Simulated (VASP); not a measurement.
VASP ran on this input.

File POSCAR:
```
BeSe
5.1514020
  0.0000000000   0.5000000000   0.5000000000
  0.5000000000   0.0000000000   0.5000000000
  0.5000000000   0.5000000000   0.0000000000
Be Se
1 1
Cartesian
  0.0000000000   0.0000000000   0.0000000000
  0.2500000000   0.2500000000   0.2500000000
```

**KPOINTS**
```
Automatic mesh
0
Gamma
8 8 8
0 0 0
```

### INCAR
```
! general
SYSTEM  = BeSe
PREC    = Accurate
ENCUT   = 300
LREAL   = .FALSE.
LASPH   = .TRUE.

! electronic loop
EDIFF   = 1E-6
NELM    = 100
ALGO    = Normal
LMAXMIX = 4

! smearing
ISMEAR  = 0
SIGMA   = 0.02

! functional
GGA     = PE

! ions
ISIF    = 2

! output
LWAVE   = .FALSE.
LCHARG  = .FALSE.
```

POTCAR, in this order: Be Se (PBE.64 set). Program: vasp_std.

### Question
Write an equivalent input for Quantum ESPRESSO's pw.x.

### Answer
One equivalent input (not run):
```
&CONTROL
  calculation = 'scf'
  pseudo_dir = './pseudo'
  outdir = './out'
  tprnfor = .true.
  tstress = .true.
/
&SYSTEM
  ibrav = 0
  nat = 2
  ntyp = 2
  ecutwfc = 88
  occupations = 'smearing'
  smearing = 'gaussian'
  degauss = 0.00147
  input_dft = 'pbe'
/
&ELECTRONS
  conv_thr = 7.3e-08
  electron_maxstep = 100
/
ATOMIC_SPECIES
  Be 9.012 Be.upf
  Se 78.971 Se.upf
CELL_PARAMETERS angstrom
     0.0000000    2.5757010    2.5757010
     2.5757010    0.0000000    2.5757010
     2.5757010    2.5757010    0.0000000
ATOMIC_POSITIONS crystal
  Be   0.0000000  0.0000000  0.0000000
  Se   0.2500000  0.2500000  0.2500000
K_POINTS automatic
  8 8 8 0 0 0
```
What does not carry over: the potentials are each code's own (VASP's PAW set, PseudoDojo norm-conserving files in pw.x), so ENCUT and ecutwfc are chosen apart and not converted; conv_thr bounds pw.x's estimated SCF error, while EDIFF bounds the energy change between steps.

The structure comes from a computed database's BeSe entry; how it stands against other phases isn't given here. The cell was not relaxed at this level.
